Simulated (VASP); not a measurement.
A VASP calculation is set up with these files.

**KPOINTS**
```
Automatic mesh
0
Gamma
6 6 6
0 0 0
```

**POSCAR**
```
CaSe
1
    0.0000000000     2.9522187165     2.9522187165
    2.9522187165     0.0000000000     2.9522187165
    2.9522187165     2.9522187165     0.0000000000
Ca Se
1 1
Direct
  0.0000000000   0.0000000000   0.0000000000
  0.5000000000   0.5000000000   0.5000000000
```

### INCAR
```
AEXX  =  0.25
ALGO  =  Normal
EDIFF  =  1E-6
ENCUT  =  520
GGA  =  PE
HFSCREEN  =  0.2
ISIF  =  2
ISMEAR  =  0
ISYM  =  3
LASPH  =  .TRUE.
LCHARG  =  .FALSE.
LHFCALC  =  .TRUE.
LMAXMIX  =  4
LREAL  =  .FALSE.
LWAVE  =  .FALSE.
NELM  =  60
PREC  =  Accurate
PRECFOCK  =  Fast
SIGMA  =  0.05
SYSTEM  =  CaSe
```

POTCAR, in this order: Ca_sv Se (PBE.64 set). Program: vasp_std. Read from the step before: WAVECAR.

Q: Write an equivalent input for Quantum ESPRESSO's pw.x.

A: One equivalent input (not run):
```
&CONTROL
  calculation = 'scf'
  pseudo_dir = './pseudo'
  outdir = './out'
  tprnfor = .true.
  tstress = .false.
/
&SYSTEM
  ibrav = 0
  nat = 2
  ntyp = 2
  ecutwfc = 86
  occupations = 'smearing'
  smearing = 'gaussian'
  degauss = 0.003675
  input_dft = 'hse'
  nqx1 = 6
  nqx2 = 6
  nqx3 = 6
  screening_parameter = 0.1058
/
&ELECTRONS
  conv_thr = 7.3e-08
  electron_maxstep = 60
/
ATOMIC_SPECIES
  Ca 40.078 Ca.upf
  Se 78.971 Se.upf
CELL_PARAMETERS angstrom
     0.0000000    2.9522187    2.9522187
     2.9522187    0.0000000    2.9522187
     2.9522187    2.9522187    0.0000000
ATOMIC_POSITIONS crystal
  Ca   0.0000000  0.0000000  0.0000000
  Se   0.5000000  0.5000000  0.5000000
K_POINTS automatic
  6 6 6 0 0 0
```
The two are equivalent in intent, not identical: the potentials are each code's own (VASP's PAW set, PseudoDojo norm-conserving files in pw.x), so ENCUT and ecutwfc are chosen apart and not converted; conv_thr bounds pw.x's estimated SCF error, while EDIFF bounds the energy change between steps.

The compound is CaSe in the rock salt structure. This cell is one point of a volume scan, at 0.97 of the reference volume.
